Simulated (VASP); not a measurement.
VASP input:

**KPOINTS**
```
Regular mesh
0
Gamma
  8 8 8
```

### POSCAR
```
Li2S
3.9928550
  0.0000000000   0.7071067070   0.7071067070
  0.7071067070   0.0000000000   0.7071067070
  0.7071067070   0.7071067070   0.0000000000
Li S
2 1
Cart
  0.3535533535   0.3535533535   0.3535533535
  1.0606600604   1.0606600604   1.0606600604
  0.0000000000   0.0000000000   0.0000000000
```

INCAR:
```
SYSTEM = Li2S
PREC = Accurate
ENCUT = 520
EDIFF = 1E-7
NELM = 100
ALGO = Normal
LREAL = .FALSE.
LASPH = .TRUE.
ISMEAR = 0
SIGMA = 0.05
GGA = PE
LWAVE = .FALSE.
LCHARG = .FALSE.
ISIF = 2
```

POTCAR, in this order: Li_sv S (PBE.64 set). Program: vasp_std.

**Question.** Write an equivalent input for Quantum ESPRESSO's pw.x.

**Answer.** One equivalent input (not run):
```
&CONTROL
  calculation = 'scf'
  pseudo_dir = './pseudo'
  outdir = './out'
  tprnfor = .true.
  tstress = .true.
/
&SYSTEM
  ibrav = 0
  nat = 3
  ntyp = 2
  ecutwfc = 74
  occupations = 'smearing'
  smearing = 'gaussian'
  degauss = 0.003675
  input_dft = 'pbe'
/
&ELECTRONS
  conv_thr = 7.3e-09
  electron_maxstep = 100
/
ATOMIC_SPECIES
  Li 6.940 Li.upf
  S 32.060 S.upf
CELL_PARAMETERS angstrom
     0.0000000    2.8233746    2.8233746
     2.8233746    0.0000000    2.8233746
     2.8233746    2.8233746    0.0000000
ATOMIC_POSITIONS crystal
  Li   0.2500000  0.2500000  0.2500000
  Li   0.7500000  0.7500000  0.7500000
  S    0.0000000  0.0000000  0.0000000
K_POINTS automatic
  8 8 8 0 0 0
```
Limits of the translation: the potentials are each code's own (VASP's PAW set, PseudoDojo norm-conserving files in pw.x), so ENCUT and ecutwfc are chosen apart and not converted; conv_thr bounds pw.x's estimated SCF error, while EDIFF bounds the energy change between steps.

The compound is Li2S in the antifluorite structure. This cell is one point of a volume scan, at 0.97 of the reference volume.
